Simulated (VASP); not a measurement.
Calculation: PBEsol GGA, VASP's PBE PAW potentials (set 64) (plane waves; VASP).

A VASP calculation is set up with these files.

### INCAR
```
LASPH  =  .True.   # aspherical one-centre terms
NEDOS  =  601
ISIF  =  2   # forces and stress, cell fixed
LWAVE  =  .False.
EDIFF  =  1E-7   # SCF stop (eV)
SYSTEM  =  C6Si2
ENCUT  =  520
LORBIT  =  11   # lm-projected
ISMEAR  =  -5   # tetrahedra, Bloechl
LREAL  =  .False.   # projection in real space or not
NELM  =  100   # most electronic steps
LCHARG  =  .True.
ALGO  =  Normal   # blocked Davidson
GGA  =  PS   # PBEsol
PREC  =  Accurate
```

**KPOINTS**
```
kpoints
0
gamma
  16 16 3
0 0 0
```

File POSCAR:
```
C6Si2
1.0
  0.0000000000   1.7850802619   1.7850802619
  1.7850802619   0.0000000000   1.7850802619
  8.8756009063   8.8756009063  -1.7352798583
Si C
2 6
Cart
  8.3050161017   8.3050161017  -1.1646950539
  1.5715799268   1.5715799268   0.2135003354
  4.5038175174   4.5038175174   2.6365035302
  3.5949775007   3.5949775007  -0.0248169762
  6.2803033395   6.2803033395   2.6450979699
  5.3813729509   5.3813729509  -0.0261321646
  6.2816185277   6.2816185277  -0.9263777423
  7.1578587729   7.1578587729  -0.0175377248
```

POTCAR, in this order: Si C (PBE.64 set). Program: vasp_std.

Output

OSZICAR:
```
       N       E                     dE             d eps       ncg     rms          rms(c)
DAV:   1     0.956985987544E+02    0.95699E+02   -0.15820E+04  7350   0.142E+03
DAV:   2    -0.624495171785E+02   -0.15815E+03   -0.15120E+03 10022   0.242E+02
DAV:   3    -0.701719560301E+02   -0.77224E+01   -0.75956E+01  9105   0.550E+01
DAV:   4    -0.702764384038E+02   -0.10448E+00   -0.10431E+00  9501   0.702E+00
DAV:   5    -0.702784219232E+02   -0.19835E-02   -0.19863E-02  9262   0.914E-01    0.114E+01
DAV:   6    -0.681226486220E+02    0.21558E+01   -0.34282E+00  9001   0.120E+01    0.655E+00
DAV:   7    -0.677327815318E+02    0.38987E+00   -0.16362E+00  9378   0.830E+00    0.217E+00
DAV:   8    -0.677110726968E+02    0.21709E-01   -0.15211E-01  9203   0.280E+00    0.787E-01
DAV:   9    -0.677110022841E+02    0.70413E-04   -0.12057E-02  9019   0.759E-01    0.303E-01
DAV:  10    -0.677110647778E+02   -0.62494E-04   -0.18156E-03  9306   0.332E-01    0.594E-02
DAV:  11    -0.677110726185E+02   -0.78407E-05   -0.18086E-04  9074   0.993E-02    0.292E-02
DAV:  12    -0.677110661563E+02    0.64622E-05   -0.57679E-05  9207   0.604E-02    0.101E-02
DAV:  13    -0.677110676013E+02   -0.14450E-05   -0.96995E-06  9184   0.243E-02    0.335E-03
DAV:  14    -0.677110679080E+02   -0.30677E-06   -0.12157E-06  9500   0.843E-03    0.123E-03
DAV:  15    -0.677110680028E+02   -0.94784E-07   -0.17573E-07  6899   0.308E-03
   1 F= -.67711068E+02 E0= -.67711068E+02  d E =0.000000E+00
```

OUTCAR:
```
------------------------ aborting loop because EDIFF is reached ----------------------------------------
  FORCE on cell =-STRESS in cart. coord.  units (eV):
  Direction    XX          YY          ZZ          XY          YZ          ZX
  --------------------------------------------------------------------------------------
  Total       -0.0070987     -0.0070987     -0.0070987     -0.0623054      0.0623054      0.0623054
  in kB       -0.1831649     -0.1831649     -0.1831649     -1.6076342      1.6076342      1.6076342
  external PRESSURE =      -0.1831649 kB  Pullay stress =       0.0000000 kB
  volume of cell :       62.09
      direct lattice vectors                 reciprocal lattice vectors
     0.000000000  1.785080262  1.785080262    -0.255156470  0.305042431  0.255156470
     1.785080262  0.000000000  1.785080262     0.305042431 -0.255156470  0.255156470
     8.875600906  8.875600906 -1.735279858     0.051317627  0.051317627 -0.051317627
 POSITION                                       TOTAL-FORCE (eV/Angst)
 -----------------------------------------------------------------------------------
      8.30502      8.30502     -1.16470         0.018791      0.018791     -0.018791
      1.57158      1.57158      0.21350        -0.018791     -0.018791      0.018791
      4.50382      4.50382      2.63650         0.003926      0.003926     -0.003926
      3.59498      3.59498     -0.02482        -0.001030     -0.001030      0.001030
      6.28030      6.28030      2.64510        -0.011981     -0.011981      0.011981
      5.38137      5.38137     -0.02613         0.011981      0.011981     -0.011981
      6.28162      6.28162     -0.92638         0.001030      0.001030     -0.001030
      7.15786      7.15786     -0.01754        -0.003926     -0.003926      0.003926
 -----------------------------------------------------------------------------------
    total drift:                               -0.000000     -0.000000     -0.000000
  FREE ENERGIE OF THE ION-ELECTRON SYSTEM (eV)
  ---------------------------------------------------
  free  energy   TOTEN  =       -67.7110680028 eV

  energy  without entropy=      -67.7110680028  energy(sigma->0) =      -67.71106800

 total charge

# of ion       s       p       d       tot
------------------------------------------
    1        0.764   0.865   0.000   1.629
    2        0.764   0.865   0.000   1.629
    3        0.832   1.702   0.000   2.534
    4        0.825   1.724   0.000   2.548
    5        0.826   1.733   0.000   2.560
    6        0.826   1.733   0.000   2.560
    7        0.825   1.724   0.000   2.548
    8        0.832   1.702   0.000   2.534
--------------------------------------------------
tot          6.493  12.049   0.000  18.542
```
(Selected blocks of OUTCAR.)

For a metal the tetrahedron method with Blöchl corrections gives inexact stress and forces.

The structure was generated: C6Si2 was put into an ordered model structure (R-3m), which need not be its known phase. It was relaxed first, which changed the volume by -5 %.
